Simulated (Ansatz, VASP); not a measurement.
# Cross-check of K10Sr4Si23O55 (glassy 72SiO2-16K2O-12SrO (mol %)) between VASP and Ansatz

Aim: how closely do two programs agree when they are given the same cell, functional and k mesh? The structure shown is the start of the Ansatz relaxation below; VASP solves that cell, so the two are compared at the walk's first step.

Method: plane waves, with VASP 6.6.1 beside it; single point at revPBE, in Ansatz 0.2.0.

## 1. Set-up

The cell holds 92 atoms: 23 Si, 10 K, 4 Sr and 55 O. Cell: a = 11.353 Å, b = 11.353 Å, c = 11.353 Å, α = 90.0°, β = 90.0°, γ = 90.0°. As first built, before any earlier steps moved the atoms (in the runner's words): 92 atoms (23 Si, 10 K, 4 Sr, 55 O) placed at random at 2.62 g/cm^3, melted at 4000 K for 10 ps at fixed volume with the Morse and Coulomb pair potential with partial charges (Pedone, Malavasi, Menziani, Cormack and Segre, J. Phys. Chem. B 110, 11780 (2006)). Quenched from 1500 K to 300 K at 50 K/ps and fixed volume, held 10 ps at zero pressure, then minimised at fixed cell.

## 2. Ansatz: relaxation, revPBE

Ansatz runs on its default PAW (the set named soft_2) files.

The two programs are compared at the cell with which this relaxation starts, whose forces are those of its first step.

The input, input.yaml:

```yaml
crystal:
  lattice:
    - [11.35349, 0.0, 0.0]
    - [0.0, 11.35349, 0.0]
    - [0.0, 0.0, 11.35349]
  atoms:
    - { symbol: Si, position: [0.24102, 0.1601, 0.63625] }
    - { symbol: Si, position: [0.89245, 0.52708, 0.56957] }
    - { symbol: Si, position: [0.98353, 0.26618, 0.61542] }
    - { symbol: Si, position: [0.68196, 0.42267, 0.41039] }
    - { symbol: Si, position: [0.00453, 0.38194, 0.18905] }
    - { symbol: Si, position: [0.61683, 0.45861, 0.93575] }
    - { symbol: Si, position: [0.43547, 0.64744, 0.84724] }
    - { symbol: Si, position: [0.19354, 0.3485, 0.98806] }
    - { symbol: Si, position: [0.17614, 0.61071, 0.91811] }
    - { symbol: Si, position: [0.09233, 0.53138, 0.39009] }
    - { symbol: Si, position: [0.43344, 0.05267, 0.17753] }
    - { symbol: Si, position: [0.75757, 0.16376, 0.48942] }
    - { symbol: Si, position: [0.41647, 0.7908, 0.23538] }
    - { symbol: Si, position: [0.96881, 0.26441, 0.88666] }
    - { symbol: Si, position: [0.63119, 0.82657, 0.89195] }
    - { symbol: Si, position: [0.77312, 0.52139, 0.16681] }
    - { symbol: Si, position: [0.01824, 0.89752, 0.06872] }
    - { symbol: Si, position: [0.88911, 0.13769, 0.10767] }
    - { symbol: Si, position: [0.78478, 0.75758, 0.67204] }
    - { symbol: Si, position: [0.15885, 0.70279, 0.17661] }
    - { symbol: Si, position: [0.69365, 0.03098, 0.25854] }
    - { symbol: Si, position: [0.67395, 0.76795, 0.16214] }
    - { symbol: Si, position: [0.4575, 0.27769, 0.05498] }
    - { symbol: K, position: [0.22925, 0.4612, 0.67514] }
    - { symbol: K, position: [0.51948, 0.14325, 0.79697] }
    - { symbol: K, position: [0.51122, 0.97451, 0.5266] }
    - { symbol: K, position: [0.86428, 0.80128, 0.40188] }
    - { symbol: K, position: [0.27441, 0.06745, 0.91377] }
    - { symbol: K, position: [0.22403, 0.26727, 0.35589] }
    - { symbol: K, position: [0.51148, 0.37908, 0.67082] }
[... 56 atom lines left out ...]
    - { symbol: O, position: [0.03979, 0.41212, 0.32394] }
    - { symbol: O, position: [0.94424, 0.25353, 0.17099] }
    - { symbol: O, position: [0.11185, 0.62371, 0.28283] }
    - { symbol: O, position: [0.95575, 0.4059, 0.6127] }
    - { symbol: O, position: [0.7057, 0.8907, 0.2298] }
    - { symbol: O, position: [0.96447, 0.01996, 0.12449] }
kpoints:
  mp_grid: { grid: [1, 1, 1] }
hamiltonian:
  xc: revpbe
scf:
  occupations: { method: fixed }
output:
  forces: true
relax:
  f_tol: 0.05
  max_steps: 150
  cell: {}
```

The run is started by

```sh
$ ansatz run input.yaml --threads 4 --pin off --max-ram 8192MiB --backend cpu --events-out ev --progress --plain --runs-dir out
```

Numbers of over 12 decimals in the logs are rounded to 6 here.

Output:

```text
Engine: ansatz 0.2.0, x86_64-unknown-linux-gnu
Pseudopotentials: kind: paw
Pseudopotential: Si, paw, valence charge 4, recommended cutoff 420 eV (normal), Si.paw.azcp
Pseudopotential: K, paw, valence charge 9, recommended cutoff 420 eV (normal), K.paw.azcp
Pseudopotential: Sr, paw, valence charge 10, recommended cutoff 420 eV (normal), Sr.paw.azcp
Pseudopotential: O, paw, valence charge 6, recommended cutoff 420 eV (normal), O.paw.azcp
Functional definition: revPBE
  parameter kappa = 1.245
  parameter beta = 0.066725
  exchange = pbe_x(kappa = kappa, mu = beta*pi^2/3)
  correlation = pbe_c(beta = beta)
Crystal: 92 atoms, lattice volume = 1463.485 Å³
Basis set: ecut = 420 eV, 28425 PW (Γ), exchange–correlation on 160×160×160 points (8 copies of the dense FFT grid, shifted against one another)
Bands: 368, of which v1, the nominal top of the filled ones, is band 276 counted from 1 (275 counted from 0)
Symmetry: 1 space group operations
Space group: P1 (ITA 1), of the structure as read, at distance tolerance 1.1e-4 Å
k-points: 1
Non-local potential: Si, projectors of the file, l = 0: 2, l = 1: 2, l = 2: 2
Non-local potential: K, projectors of the file, l = 0: 3, l = 1: 2, l = 2: 2
Non-local potential: Sr, projectors of the file, l = 0: 3, l = 1: 2, l = 2: 2
Non-local potential: O, projectors of the file, l = 0: 2, l = 1: 2, l = 2: 1
PAW form: soft (Blöchl's): semilocal exchange-correlation on the pseudo side does not see the compensation charge
PAW frozen core: Si, regenerated for the run's functional, and the local potential with it (the file was generated under x = pbe(κ = 0.804, μ = 0.219515), c = pbe(β = 0.066725))
PAW frozen core: K, regenerated for the run's functional, and the local potential with it (the file was generated under x = pbe(κ = 0.804, μ = 0.219515), c = pbe(β = 0.066725))
PAW frozen core: Sr, regenerated for the run's functional, and the local potential with it (the file was generated under x = pbe(κ = 0.804, μ = 0.219515), c = pbe(β = 0.066725))
PAW frozen core: O, regenerated for the run's functional, and the local potential with it (the file was generated under x = pbe(κ = 0.804, μ = 0.219515), c = pbe(β = 0.066725))
PAW one-centre angular grid: Si, 110 points (default); XC on 64 Gauss nodes
PAW one-centre angular grid: K, 110 points (default); XC on 64 Gauss nodes
PAW one-centre angular grid: Sr, 110 points (default); XC on 64 Gauss nodes
PAW one-centre angular grid: O, 110 points (default); XC on 64 Gauss nodes
Initial density: superposition of atomic densities (neutral atoms: chi_scale 0, normalization atom), corrected by the library's trained network
Initial wavefunctions: pseudopotential atomic-orbital guess
Functional: x = revpbe(κ = 1.245, μ = 0.219515), c = pbe(β = 0.066725)
SCF iter   1: F=—  HF=-75657.860036 eV  |F-HF|=—  |Δ(HF+E_count)|=         —  Δρ=3.49e-3  dr2=2.28e-1  ethr=1.77e-3  ⟨swp⟩=5.0  Hψ=1301  notcnv=0  defer=90
preconditioner: auto → Resta (q_TF=auto, 2.319 Å⁻¹)  ε∞=2.9  [insulator: Δε(μ)=2.692 eV  Ē_g=16.192 eV  n_scr=304 (ndim 8)  ℏωp=22.2 eV  f_vac=0.173  ε∞_Penn≈2.9]
SCF iter   2: F=—  HF=-75657.836617 eV  |F-HF|=—  |Δ(HF+E_count)|=   2.34e-2  Δρ=1.91e-3  dr2=4.10e-2  ethr=4.13e-5  ⟨swp⟩=3.0  Hψ=593  notcnv=0  defer=90
SCF iter   3: F=—  HF=-75657.840171 eV  |F-HF|=—  |Δ(HF+E_count)|=   3.55e-3  Δρ=7.75e-4  dr2=1.31e-2  ethr=7.44e-6  ⟨swp⟩=3.0  Hψ=498  notcnv=0  defer=82
automatic band count: iteration 3 solves 360 bands in place of 368: the levels show a gap, and the empty bands left out lie too high to hold charge; the band table lists the bands solved (type scf.n_extra_bands for more)
SCF iter   4: F=—  HF=-75657.841665 eV  |F-HF|=—  |Δ(HF+E_count)|=   1.49e-3  Δρ=2.70e-4  dr2=1.16e-3  ethr=2.37e-6  ⟨swp⟩=4.0  Hψ=500  notcnv=0  defer=82
SCF iter   5: F=—  HF=-75657.842001 eV  |F-HF|=—  |Δ(HF+E_count)|=   3.36e-4  Δρ=1.25e-4  dr2=2.27e-4  ethr=2.10e-7  ⟨swp⟩=2.0  Hψ=516  notcnv=0  defer=82
SCF iter   6: F=—  HF=-75657.842198 eV  |F-HF|=—  |Δ(HF+E_count)|=   1.97e-4  Δρ=4.22e-5  dr2=2.78e-5  ethr=4.11e-8  ⟨swp⟩=2.0  Hψ=509  notcnv=0  defer=82
SCF iter   7: F=—  HF=-75657.839016 eV  |F-HF|=—  |Δ(HF+E_count)|=   3.18e-3  Δρ=2.39e-5  dr2=6.90e-6  ethr=5.03e-9  ⟨swp⟩=3.0  Hψ=649  notcnv=0  defer=82
SCF iter   8: F=—  HF=-75657.839019 eV  |F-HF|=—  |Δ(HF+E_count)|=   3.09e-6  Δρ=5.79e-6  dr2=5.40e-7  ethr=1.25e-9  ⟨swp⟩=3.0  Hψ=500  notcnv=0  defer=82
SCF iter   9: F=—  HF=-75657.839020 eV  |F-HF|=—  |Δ(HF+E_count)|=   1.21e-6  Δρ=3.93e-6  dr2=1.90e-7  ethr=1.81e-11  ⟨swp⟩=5.0  Hψ=1222  notcnv=0
SCF iter  10: F=-75657.839020 eV  HF=-75657.839020 eV  |F-HF|=1.98e-8  |Δ(HF+E_count)|=   6.21e-8  Δρ=9.55e-7  dr2=1.38e-8  ethr=1.81e-11  ⟨swp⟩=5.0  Hψ=1137  notcnv=0
SCF 1 converged in 10 iterations: F = -75657.839020 eV  dr2 = 1.38e-8
[...]
atom  82  O     -0.01500690     0.00390265    -0.00617227
  atom  83  O      0.01477928     0.00262656    -0.02621306
  atom  84  O     -0.00537132     0.02231382    -0.00384957
  atom  85  O      0.00583145    -0.00529660     0.00717263
  atom  86  O      0.00243900    -0.00306040     0.00247982
  atom  87  O      0.00155618     0.01249226    -0.01280770
  atom  88  O     -0.00127049    -0.00153477     0.00418327
  atom  89  O      0.01360525     0.00731147    -0.00114797
  atom  90  O     -0.00028020    -0.00066373    -0.00629790
  atom  91  O     -0.00128220     0.00021811    -0.00536541
  atom  92  O     -0.00503941    -0.01219555     0.00390938
  max |Σ_I F_I| component: 1.31e-5 eV/Å
--- Stress (GPa, compression-positive) ---
        0.019167      -0.000079      -0.003114
       -0.000080      -0.002658      -0.000219
       -0.003114      -0.000219       0.015044
  P = ⅓ Tr σ = 0.0105 GPa (0.105 kbar)
--- Relaxed structure (30 steps of the walk, 29 accepted, 2 SCFs on fresh bases) ---
  F+E_penalty+E_count = -75664.89440932 eV   max|allowed force component| = 3.489e-2 eV/Å   (the final SCF, on the basis selected at the relaxed cell)
  cell:  # Å, volume = 1565.5753 Å³
    - [11.871191, -0.045643, -0.077545]
    - [-0.045643, 11.288792, 0.00384565]
    - [-0.077545, 0.00384565, 11.683093]
  atoms:
    - { symbol: Si, position: [0.236640, 0.153841, 0.645367] }
    - { symbol: Si, position: [0.907791, 0.529136, 0.543965] }
    - { symbol: Si, position: [0.979442, 0.259651, 0.611325] }
    - { symbol: Si, position: [0.692656, 0.427028, 0.405993] }
    - { symbol: Si, position: [-0.018843, 0.395930, 0.173551] }
    - { symbol: Si, position: [0.566829, 0.433308, 0.959038] }
    - { symbol: Si, position: [0.442127, 0.641127, 0.816800] }
    - { symbol: Si, position: [0.163892, 0.365092, 0.984326] }
    - { symbol: Si, position: [0.201918, 0.623255, 0.919545] }
    - { symbol: Si, position: [0.097471, 0.541611, 0.367885] }
    - { symbol: Si, position: [0.441119, 0.056093, 0.207740] }
    - { symbol: Si, position: [0.765483, 0.159438, 0.470958] }
    - { symbol: Si, position: [0.436145, 0.803934, 0.252381] }
    - { symbol: Si, position: [0.950207, 0.282087, 0.875842] }
    - { symbol: Si, position: [0.645381, 0.812830, 0.863567] }
    - { symbol: Si, position: [0.741973, 0.518756, 0.155658] }
    - { symbol: Si, position: [0.030246, 0.900633, 0.057472] }
    - { symbol: Si, position: [0.899103, 0.139144, 0.093762] }
    - { symbol: Si, position: [0.804756, 0.746841, 0.673104] }
    - { symbol: Si, position: [0.183444, 0.727392, 0.176562] }
    - { symbol: Si, position: [0.705238, 0.034414, 0.241990] }
    - { symbol: Si, position: [0.656641, 0.771193, 0.141857] }
    - { symbol: Si, position: [0.386845, 0.286813, 0.112715] }
    - { symbol: K, position: [0.210944, 0.460206, 0.659469] }
    - { symbol: K, position: [0.615441, 0.138961, 0.962365] }
    - { symbol: K, position: [0.502115, 0.984474, 0.619979] }
    - { symbol: K, position: [0.910916, 0.789854, 0.295651] }
    - { symbol: K, position: [0.262560, 0.082273, 0.915798] }
    - { symbol: K, position: [0.195259, 0.243328, 0.357689] }
    - { symbol: K, position: [0.481305, 0.345719, 0.688697] }
    - { symbol: K, position: [0.402637, 0.524906, 0.296021] }
    - { symbol: K, position: [0.478823, 0.232718, 0.416405] }
    - { symbol: K, position: [0.251633, 0.941882, 0.443361] }
    - { symbol: Sr, position: [0.541637, 0.664959, 0.530389] }
    - { symbol: Sr, position: [0.904636, 0.619367, 0.930508] }
    - { symbol: Sr, position: [0.807546, 0.038045, 0.724184] }
    - { symbol: Sr, position: [0.094347, 0.858413, 0.758825] }
    - { symbol: O, position: [0.124916, 0.857598, 0.163412] }
    - { symbol: O, position: [0.935548, 0.798627, 0.050769] }
    - { symbol: O, position: [0.320360, 0.149193, 0.536944] }
    - { symbol: O, position: [0.674365, 0.491688, 0.037694] }
    - { symbol: O, position: [0.704673, 0.770143, 0.583279] }
    - { symbol: O, position: [0.483485, 0.371418, 1.055135] }
    - { symbol: O, position: [0.885300, 0.175779, 0.956120] }
    - { symbol: O, position: [0.658328, 0.950005, 0.828207] }
    - { symbol: O, position: [0.086458, 0.270918, 0.910338] }
    - { symbol: O, position: [0.936351, 0.222293, 0.742837] }
    - { symbol: O, position: [0.574618, 0.463373, 0.460442] }
    - { symbol: O, position: [0.720144, 0.284417, 0.415524] }
    - { symbol: O, position: [0.268210, 0.288714, 0.035099] }
    - { symbol: O, position: [0.109782, 0.226616, 0.591733] }
    - { symbol: O, position: [0.577081, 0.083893, 0.250267] }
    - { symbol: O, position: [0.747277, 0.664516, 0.173801] }
    - { symbol: O, position: [0.686061, 0.110903, 0.570731] }
    - { symbol: O, position: [0.521492, 0.764283, 0.815253] }
    - { symbol: O, position: [0.899237, 0.852003, 0.686684] }
    - { symbol: O, position: [0.317653, 0.683632, 0.867496] }
    - { symbol: O, position: [0.651937, 0.793325, 0.00473657] }
    - { symbol: O, position: [0.748651, 0.727863, 0.808191] }
    - { symbol: O, position: [0.797920, 0.503824, 0.462152] }
    - { symbol: O, position: [0.093300, 0.661577, 0.845595] }
[...]
- { symbol: O, position: [0.351548, 0.071860, 0.303630] }
    - { symbol: O, position: [1.003471, 0.595015, 0.462927] }
    - { symbol: O, position: [0.026610, 0.428889, 0.302678] }
    - { symbol: O, position: [0.943029, 0.255626, 0.168958] }
    - { symbol: O, position: [0.107607, 0.651730, 0.271211] }
    - { symbol: O, position: [0.960266, 0.403790, 0.593790] }
    - { symbol: O, position: [0.704545, 0.889900, 0.213553] }
    - { symbol: O, position: [0.980893, 0.027841, 0.119720] }
```

(Part 1 of 2 ends here.)

[Lines on the potential files, build, host, timing and source positions are cut from VASP's logs without a mark.]

[Logs are printed without paths, hosts, clocks, repeated set-up lines and the standing remarks that a program may print on its own settings, such as how far it seeks lower states.]

[Hosts, paths, dates, database ids (printed as entryN), source tags and the programs' standing remarks are cut or masked in the printed files.]
